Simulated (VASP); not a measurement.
Method: TPSS meta-GGA, VASP's PBE PAW potentials (set 64) (plane waves; VASP 6.6.1).

VASP ran on this input.

File POSCAR:
```
Zn
1
    1.3300000000    -2.3036280000     0.0000000000
    1.3300000000     2.3036280000     0.0000000000
    0.0000000000     0.0000000000     4.9500000000
Zn
2
Direct
  0.3333330000   0.6666670000   0.2500000000
  0.6666670000   0.3333330000   0.7500000000
```

INCAR:
```
SYSTEM = Zn
PREC = Accurate; ENCUT = 520; LREAL = .FALSE.
LASPH = .TRUE.
EDIFF = 1E-6; NELM = 100; ALGO = Normal
LMAXMIX = 4; LMIXTAU = .TRUE.
ISMEAR = 1; SIGMA = 0.1
METAGGA = TPSS
IBRION = 2; NSW = 60; ISIF = 3
EDIFFG = -0.01
LWAVE = .FALSE.; LCHARG = .FALSE.
```

File KPOINTS:
```
K-points
0
Gamma
  14 14 7
0 0 0
```

POTCAR, in this order: Zn (PBE.64 set). Program: vasp_std.

Output

File OSZICAR:
```
...
DAV:   3    -0.182815708699E+02    0.37496E-03   -0.67338E-04  3448   0.475E-01    0.120E-01
DAV:   4    -0.182810530413E+02    0.51783E-03   -0.24927E-04  4200   0.314E-01    0.113E-02
DAV:   5    -0.182812030542E+02   -0.15001E-03   -0.19094E-04  3744   0.266E-01    0.927E-03
DAV:   6    -0.182812176673E+02   -0.14613E-04   -0.23143E-05  3808   0.957E-02    0.154E-03
DAV:   7    -0.182812225804E+02   -0.49132E-05   -0.10845E-06  1984   0.198E-02    0.590E-04
DAV:   8    -0.182812211513E+02    0.14292E-05   -0.14583E-07  1616   0.655E-03    0.201E-04
DAV:   9    -0.182812216682E+02   -0.51692E-06   -0.18642E-08  1608   0.235E-03
   3 F= -.18281222E+02 E0= -.18281380E+02  d E =-.322884E-01
       N       E                     dE             d eps       ncg     rms          rms(c)
DAV:   1    -0.182820568682E+02   -0.83572E-03   -0.99177E-03  3136   0.203E+00    0.202E-01
DAV:   2    -0.182813027940E+02    0.75407E-03   -0.24739E-03  3296   0.116E+00    0.671E-02
DAV:   3    -0.182812764228E+02    0.26371E-04   -0.62296E-05  3408   0.144E-01    0.373E-02
DAV:   4    -0.182812275898E+02    0.48833E-04   -0.24333E-05  4184   0.981E-02    0.363E-03
DAV:   5    -0.182812459082E+02   -0.18318E-04   -0.18382E-05  3792   0.828E-02    0.283E-03
DAV:   6    -0.182812458272E+02    0.80929E-07   -0.18595E-06  2216   0.285E-02
   4 F= -.18281246E+02 E0= -.18281397E+02  d E =-.323126E-01
       N       E                     dE             d eps       ncg     rms          rms(c)
DAV:   1    -0.183182371126E+02   -0.36991E-01   -0.76377E-01  3584   0.859E+00    0.116E+00
DAV:   2    -0.182952872624E+02    0.22950E-01   -0.17729E-02  3480   0.267E+00    0.693E-01
DAV:   3    -0.182850825936E+02    0.10205E-01   -0.15609E-02  4080   0.204E+00    0.620E-02
DAV:   4    -0.182851655907E+02   -0.82997E-04   -0.19635E-03  3256   0.526E-01    0.356E-02
DAV:   5    -0.182853481375E+02   -0.18255E-03   -0.23801E-04  3808   0.346E-01    0.144E-02
DAV:   6    -0.182854396744E+02   -0.91537E-04   -0.10777E-04  3720   0.262E-01    0.455E-03
DAV:   7    -0.182854814041E+02   -0.41730E-04   -0.23256E-05  3664   0.113E-01    0.242E-03
DAV:   8    -0.182854848575E+02   -0.34534E-05   -0.10866E-06  2168   0.190E-02    0.661E-04
DAV:   9    -0.182854852581E+02   -0.40064E-06   -0.20607E-07  1592   0.511E-03
   5 F= -.18285485E+02 E0= -.18285321E+02  d E =-.423943E-02
       N       E                     dE             d eps       ncg     rms          rms(c)
DAV:   1    -0.183761844955E+02   -0.90700E-01   -0.20422E+00  3536   0.140E+01    0.190E+00
DAV:   2    -0.183160768743E+02    0.60108E-01   -0.46424E-02  3536   0.427E+00    0.114E+00
DAV:   3    -0.182885731199E+02    0.27504E-01   -0.40605E-02  4040   0.339E+00    0.962E-02
DAV:   4    -0.182889102607E+02   -0.33714E-03   -0.53237E-03  3280   0.892E-01    0.576E-02
DAV:   5    -0.182894416493E+02   -0.53139E-03   -0.58387E-04  3736   0.565E-01    0.248E-02
DAV:   6    -0.182895753790E+02   -0.13373E-03   -0.27179E-04  3776   0.438E-01    0.707E-03
DAV:   7    -0.182897182443E+02   -0.14287E-03   -0.68506E-05  3640   0.205E-01    0.347E-03
DAV:   8    -0.182897257868E+02   -0.75426E-05   -0.41534E-06  3056   0.389E-02    0.121E-03
DAV:   9    -0.182897262179E+02   -0.43104E-06   -0.70076E-07  1768   0.135E-02
   6 F= -.18289726E+02 E0= -.18289755E+02  d E =-.848039E-02
       N       E                     dE             d eps       ncg     rms          rms(c)
DAV:   1    -0.182932635003E+02   -0.35377E-02   -0.86937E-02  3552   0.289E+00    0.395E-01
DAV:   2    -0.182906642302E+02    0.25993E-02   -0.20029E-03  3608   0.942E-01    0.237E-01
DAV:   3    -0.182895245997E+02    0.11396E-02   -0.17028E-03  4032   0.701E-01    0.206E-02
DAV:   4    -0.182895266938E+02   -0.20940E-05   -0.23011E-04  3328   0.181E-01    0.109E-02
DAV:   5    -0.182895235684E+02    0.31254E-05   -0.55243E-05  3736   0.174E-01    0.470E-03
DAV:   6    -0.182895746060E+02   -0.51038E-04   -0.16965E-05  3712   0.108E-01    0.140E-03
DAV:   7    -0.182895741119E+02    0.49412E-06   -0.11396E-06  2016   0.217E-02
   7 F= -.18289574E+02 E0= -.18289579E+02  d E =-.832828E-02
       N       E                     dE             d eps       ncg     rms          rms(c)
DAV:   1    -0.182916751376E+02   -0.21005E-02   -0.45145E-02  3536   0.208E+00    0.285E-01
DAV:   2    -0.182903480701E+02    0.13271E-02   -0.10601E-03  3624   0.682E-01    0.171E-01
DAV:   3    -0.182897376346E+02    0.61044E-03   -0.88462E-04  4024   0.508E-01    0.149E-02
DAV:   4    -0.182897393216E+02   -0.16870E-05   -0.10848E-04  3320   0.122E-01    0.877E-03
DAV:   5    -0.182897481136E+02   -0.87921E-05   -0.17510E-05  3704   0.956E-02    0.335E-03
DAV:   6    -0.182897575414E+02   -0.94278E-05   -0.61779E-06  3032   0.668E-02    0.101E-03
DAV:   7    -0.182897598231E+02   -0.22817E-05   -0.92853E-07  1752   0.217E-02    0.686E-04
DAV:   8    -0.182897598485E+02   -0.25382E-07   -0.14852E-07  1576   0.544E-03
   8 F= -.18289760E+02 E0= -.18289773E+02  d E =-.851402E-02
       N       E                     dE             d eps       ncg     rms          rms(c)
DAV:   1    -0.183088368904E+02   -0.19077E-01   -0.24624E-01  3144   0.965E+00    0.986E-01
DAV:   2    -0.182916681522E+02    0.17169E-01   -0.59009E-02  3408   0.560E+00    0.343E-01
DAV:   3    -0.182905533896E+02    0.11148E-02   -0.17207E-03  3536   0.776E-01    0.190E-01
DAV:   4    -0.182893464842E+02    0.12069E-02   -0.67324E-04  4216   0.537E-01    0.165E-02
DAV:   5    -0.182895364615E+02   -0.18998E-03   -0.63812E-04  3712   0.489E-01    0.206E-02
DAV:   6    -0.182896860938E+02   -0.14963E-03   -0.15932E-04  3800   0.249E-01    0.428E-03
DAV:   7    -0.182896985137E+02   -0.12420E-04   -0.68567E-06  3696   0.475E-02    0.653E-04
DAV:   8    -0.182896965915E+02    0.19223E-05   -0.20822E-07  1680   0.712E-03    0.271E-04
DAV:   9    -0.182896979693E+02   -0.13778E-05   -0.73104E-08  1584   0.560E-03    0.199E-04
DAV:  10    -0.182896972477E+02    0.72158E-06   -0.28335E-08  1584   0.343E-03
   9 F= -.18289697E+02 E0= -.18289702E+02  d E =0.626008E-04
       N       E                     dE             d eps       ncg     rms          rms(c)
DAV:   1    -0.182957615889E+02   -0.60636E-02   -0.76801E-02  3128   0.544E+00    0.545E-01
DAV:   2    -0.182905669810E+02    0.51946E-02   -0.17440E-02  3488   0.302E+00    0.193E-01
DAV:   3    -0.182901639815E+02    0.40300E-03   -0.46493E-04  3296   0.391E-01    0.105E-01
DAV:   4    -0.182897871124E+02    0.37687E-03   -0.21246E-04  4192   0.299E-01    0.100E-02
DAV:   5    -0.182898186719E+02   -0.31560E-04   -0.20448E-04  3744   0.277E-01    0.116E-02
DAV:   6    -0.182898819190E+02   -0.63247E-04   -0.41937E-05  3816   0.128E-01    0.161E-03
DAV:   7    -0.182898786905E+02    0.32284E-05   -0.12717E-06  1864   0.195E-02    0.644E-04
DAV:   8    -0.182898801513E+02   -0.14608E-05   -0.18403E-07  1568   0.655E-03    0.252E-04
DAV:   9    -0.182898796727E+02    0.47865E-06   -0.26611E-08  1560   0.270E-03
  10 F= -.18289880E+02 E0= -.18289886E+02  d E =-.119824E-03
       N       E                     dE             d eps       ncg     rms          rms(c)
DAV:   1    -0.182907740523E+02   -0.89390E-03   -0.15239E-02  3496   0.182E+00    0.203E-01
DAV:   2    -0.182900659774E+02    0.70807E-03   -0.17653E-03  3704   0.950E-01    0.941E-02
DAV:   3    -0.182899497605E+02    0.11622E-03   -0.11330E-04  3776   0.186E-01    0.443E-02
DAV:   4    -0.182898944994E+02    0.55261E-04   -0.55861E-05  4152   0.139E-01    0.490E-03
DAV:   5    -0.182898857975E+02    0.87020E-05   -0.44825E-05  3488   0.126E-01    0.598E-03
DAV:   6    -0.182899042301E+02   -0.18433E-04   -0.25558E-05  3752   0.983E-02    0.214E-03
DAV:   7    -0.182899075443E+02   -0.33142E-05   -0.10731E-06  1664   0.200E-02    0.413E-04
DAV:   8    -0.182899073949E+02    0.14947E-06   -0.14059E-07  1560   0.567E-03
  11 F= -.18289907E+02 E0= -.18289920E+02  d E =-.277222E-04
```

**OUTCAR**
```
------------------------ aborting loop because EDIFF is reached ----------------------------------------
  FORCE on cell =-STRESS in cart. coord.  units (eV):
  Direction    XX          YY          ZZ          XY          YZ          ZX
  --------------------------------------------------------------------------------------
  Total        0.0167538      0.0167538     -0.0044238      0.0000000     -0.0000000      0.0000000
  in kB        0.9464994      0.9464997     -0.2499199      0.0000000     -0.0000000      0.0000000
  external PRESSURE =       0.5476931 kB  Pullay stress =       0.0000000 kB
  volume of cell :       28.36
      direct lattice vectors                 reciprocal lattice vectors
     1.326268930 -2.297165593  0.000000000     0.376997447 -0.217659537 -0.000000000
     1.326268930  2.297165593 -0.000000000     0.376997447  0.217659537 -0.000000000
     0.000000000  0.000000000  4.654253105     0.000000000  0.000000000  0.214857245
 POSITION                                       TOTAL-FORCE (eV/Angst)
 -----------------------------------------------------------------------------------
      1.32627      0.76572      1.16356        -0.000000     -0.000000      0.000000
      1.32627     -0.76572      3.49069         0.000000      0.000000      0.000000
 -----------------------------------------------------------------------------------
    total drift:                                0.000000      0.000069      0.000004
  FREE ENERGIE OF THE ION-ELECTRON SYSTEM (eV)
  ---------------------------------------------------
  free  energy   TOTEN  =       -18.2899073949 eV

  energy  without entropy=      -18.2899460613  energy(sigma->0) =      -18.28992028

 reached required accuracy - stopping structural energy minimisation
```
(Selected blocks of OUTCAR.)

File CONTCAR:
```
Zn
   1.00000000000000
     1.3262689300132162   -2.2971655929175916    0.0000000000000000
     1.3262689300132162    2.2971655929175916   -0.0000000000000000
     0.0000000000000000    0.0000000000000000    4.6542531054229110
  Zn
     2
Direct
     0.3333330000000032    0.6666669999999968    0.2500000000000000
     0.6666669999999968    0.3333330000000032    0.7500000000000000
```

File OUTCAR:
```
 val. band max:        3.5703363851   @ k =   0.3571   0.2857   0.4286

 cond. band min:       3.6419880312   @ k =   0.3571   0.2857   0.4286


 Fermi energy:         3.6275007766

 k-point     1 :       0.0000    0.0000    0.0000
  band No.  band energies     occupation
      1      -7.4059      2.00000
      2      -5.4118      2.00000
      3      -4.6516      2.00000
      4      -4.4831      2.00000
      5      -4.4831      2.00000
      6      -4.4091      2.00000
      7      -4.4091      2.00000
      8      -4.1400      2.00000
      9      -4.1400      2.00000
     10      -3.8376      2.00000
     11      -3.8376      2.00000
     12      -0.1663      2.00000
     13       1.2508      2.00000
     14      19.8944      0.00000
     15      20.8051      0.00000
     16      20.8052      0.00000

 k-point     2 :       0.0714   -0.0000    0.0000
  band No.  band energies     occupation
      1      -7.2541      2.00000
      2      -5.3519      2.00000
      3      -4.6458      2.00000
      4      -4.4891      2.00000
      5      -4.4467      2.00000
      6      -4.4239      2.00000
      7      -4.3754      2.00000
      8      -4.1724      2.00000
      9      -4.1567      2.00000
     10      -3.9268      2.00000
     11      -3.8336      2.00000
     12       0.0843      2.00000
     13       1.3332      2.00000
     14      18.2615      0.00000
     15      19.4766      0.00000
     16      20.0598      0.00000

 k-point     3 :       0.1429   -0.0000    0.0000
  band No.  band energies     occupation
      1      -6.8093      2.00000
      2      -5.2014      2.00000
      3      -4.6529      2.00000
      4      -4.4994      2.00000
      5      -4.4216      2.00000
      6      -4.3434      2.00000
      7      -4.2993      2.00000
      8      -4.2799      2.00000
      9      -4.2002      2.00000
     10      -4.0922      2.00000
     11      -3.8250      2.00000
     12       0.7676      2.00000
     13       1.5963      2.00000
...
```

Energy and stress use the plane-wave basis of the starting cell.

The compound is Zn in the hcp structure. This run relaxes it. Symmetry was kept, so distortions that lower it aren't found.
